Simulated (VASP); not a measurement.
```
GaN
1.0
    1.59949    -2.77040     0.00000
    1.59949     2.77040     0.00000
    0.00000     0.00000     5.21043
Ga N
2 2
Direct
  0.66667   0.33333   0.50012
  0.33333   0.66667   0.00012
  0.66667   0.33333   0.87688
  0.33333   0.66667   0.37688
```

Level of theory: optB86b-vdW, VASP's PBE PAW potentials (set 64) (plane waves; VASP 6.6.1). Settings: 520 eV cut-off, 9×9×5 Γ-centred mesh, tetrahedra with Blöchl corrections, potentials Ga_d N.

The cores are frozen, which limits the accuracy of field gradients.

Q: Give the principal components of the electric field gradient (V/Å²) and the asymmetry η at each nucleus.

A: 
```
atom   Vxx   Vyy  Vzz     η
----  ----  ----  ---  ----
Ga1   -2.3  -2.3  4.6  0.00
Ga2   -2.3  -2.3  4.6  0.00
N3    -0.4  -0.4  0.8  0.00
N4    -0.4  -0.4  0.8  0.00
```

The compound is GaN in the wurtzite structure. It was relaxed first.
